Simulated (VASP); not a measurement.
Method: PBE GGA, VASP's PBE PAW potentials (set 64) (plane waves; VASP).

VASP ran on this input.

### KPOINTS
```
K-points
0
Gamma
 6 6 6
```

INCAR:
```
ALGO = Normal
EDIFF = 1E-6
EDIFFG = -0.02
ENCUT = 620
GGA = PE
IBRION = 2
ISIF = 3
ISMEAR = 0
LASPH = .TRUE.
LCHARG = .FALSE.
LMAXMIX = 4
LREAL = .FALSE.
LWAVE = .FALSE.
NELM = 100
NSW = 40
PREC = Accurate
SIGMA = 0.05
SYSTEM = BaTiO3
```

POSCAR:
```
BaTiO3
1
    4.0337536518     0.0000000000     0.0000000000
    0.0000000000     4.0337536518     0.0000000000
    0.0000000000     0.0000000000     4.0337536518
Ba Ti O
1 1 3
Direct
  0.0000000000   0.0000000000   0.0000000000
  0.5000000000   0.5000000000   0.5000000000
  0.5000000000   0.0000000000   0.5000000000
  0.0000000000   0.5000000000   0.5000000000
  0.5000000000   0.5000000000   0.0000000000
```

POTCAR, in this order: Ba_sv Ti_sv O (PBE.64 set). Program: vasp_std.

What VASP printed:

### OSZICAR
```
       N       E                     dE             d eps       ncg     rms          rms(c)
DAV:   1     0.487900117173E+03    0.48790E+03   -0.23672E+04   960   0.203E+03
DAV:   2     0.536276371285E+01   -0.48254E+03   -0.47472E+03  1176   0.522E+02
DAV:   3    -0.487391805030E+02   -0.54102E+02   -0.53102E+02  1432   0.154E+02
DAV:   4    -0.510093638800E+02   -0.22702E+01   -0.22690E+01  1360   0.298E+01
DAV:   5    -0.511039252361E+02   -0.94561E-01   -0.94558E-01  1352   0.436E+00    0.229E+01
DAV:   6    -0.402246008078E+02    0.10879E+02   -0.75936E+01  1448   0.759E+01    0.102E+01
DAV:   7    -0.401781714507E+02    0.46429E-01   -0.12411E+01  1208   0.256E+01    0.622E+00
DAV:   8    -0.399787345666E+02    0.19944E+00   -0.10818E+00  1280   0.986E+00    0.273E+00
DAV:   9    -0.400084166641E+02   -0.29682E-01   -0.25557E-01  1296   0.383E+00    0.124E+00
DAV:  10    -0.399949521567E+02    0.13465E-01   -0.92935E-02  1240   0.323E+00    0.358E-01
DAV:  11    -0.399941792443E+02    0.77291E-03   -0.50954E-03  1480   0.581E-01    0.556E-02
DAV:  12    -0.399941870842E+02   -0.78399E-05   -0.52448E-04  1112   0.253E-01    0.201E-02
DAV:  13    -0.399941885460E+02   -0.14619E-05   -0.40953E-05  1536   0.488E-02    0.132E-02
DAV:  14    -0.399941903714E+02   -0.18254E-05   -0.71106E-06  1024   0.188E-02    0.678E-03
DAV:  15    -0.399941897574E+02    0.61404E-06   -0.33909E-06   880   0.140E-02
   1 F= -.39994190E+02 E0= -.39994190E+02  d E =-.399942E+02
       N       E                     dE             d eps       ncg     rms          rms(c)
DAV:   1    -0.399971463250E+02   -0.29560E-02   -0.86154E-02  1128   0.295E+00    0.445E-01
DAV:   2    -0.399945398687E+02    0.26065E-02   -0.96203E-03  1120   0.909E-01    0.154E-01
DAV:   3    -0.399941842674E+02    0.35560E-03   -0.25934E-03  1128   0.310E-01    0.472E-02
DAV:   4    -0.399941706583E+02    0.13609E-04   -0.46966E-04  1424   0.133E-01    0.314E-02
DAV:   5    -0.399941865734E+02   -0.15915E-04   -0.55474E-05  1360   0.595E-02    0.190E-02
DAV:   6    -0.399942042361E+02   -0.17663E-04   -0.36799E-05  1376   0.309E-02    0.144E-02
DAV:   7    -0.399942119180E+02   -0.76818E-05   -0.10148E-05  1248   0.210E-02    0.233E-03
DAV:   8    -0.399942120099E+02   -0.91901E-07   -0.86847E-07   672   0.551E-03
   2 F= -.39994212E+02 E0= -.39994212E+02  d E =-.222525E-04
```

OUTCAR:
```
------------------------ aborting loop because EDIFF is reached ----------------------------------------
  FORCE on cell =-STRESS in cart. coord.  units (eV):
  Direction    XX          YY          ZZ          XY          YZ          ZX
  --------------------------------------------------------------------------------------
  Total        0.0991207      0.0991207      0.0991207      0.0000000     -0.0000000      0.0000000
  in kB        2.4276587      2.4276587      2.4276587      0.0000000     -0.0000000      0.0000000
  external PRESSURE =       2.4276587 kB  Pullay stress =       0.0000000 kB
  volume of cell :       65.42
      direct lattice vectors                 reciprocal lattice vectors
     4.029295584  0.000000000  0.000000000     0.248182338 -0.000000000 -0.000000000
     0.000000000  4.029295584  0.000000000     0.000000000  0.248182338 -0.000000000
     0.000000000  0.000000000  4.029295584    -0.000000000 -0.000000000  0.248182338
 POSITION                                       TOTAL-FORCE (eV/Angst)
 -----------------------------------------------------------------------------------
      0.00000      0.00000      0.00000        -0.000000     -0.000000      0.000000
      2.01465      2.01465      2.01465         0.000000      0.000000      0.000000
      2.01465      0.00000      2.01465        -0.000000      0.000000      0.000000
      0.00000      2.01465      2.01465         0.000000      0.000000      0.000000
      2.01465      2.01465      0.00000        -0.000000     -0.000000      0.000000
 -----------------------------------------------------------------------------------
    total drift:                                0.000000      0.000000      0.000000
  FREE ENERGIE OF THE ION-ELECTRON SYSTEM (eV)
  ---------------------------------------------------
  free  energy   TOTEN  =       -39.9942120099 eV

  energy  without entropy=      -39.9942120099  energy(sigma->0) =      -39.99421201

 reached required accuracy - stopping structural energy minimisation
```
(Selected blocks of OUTCAR.)

### CONTCAR
```
BaTiO3
   1.00000000000000
     4.0292955838098141    0.0000000000000000    0.0000000000000000
     0.0000000000000000    4.0292955838098141    0.0000000000000000
     0.0000000000000000    0.0000000000000000    4.0292955838098141
  Ba              Ti              O
     1     1     3
Direct
     0.0000000000000000    0.0000000000000000    0.0000000000000000
     0.5000000000000000    0.5000000000000000    0.5000000000000000
     0.5000000000000000    0.0000000000000000    0.5000000000000000
     0.0000000000000000    0.5000000000000000    0.5000000000000000
     0.5000000000000000    0.5000000000000000    0.0000000000000000
```

The compound is BaTiO3 in the cubic perovskite structure, the ideal cubic form; the compound distorts at low or room temperature. This run relaxes it. Symmetry was kept, so distortions that lower it aren't found.
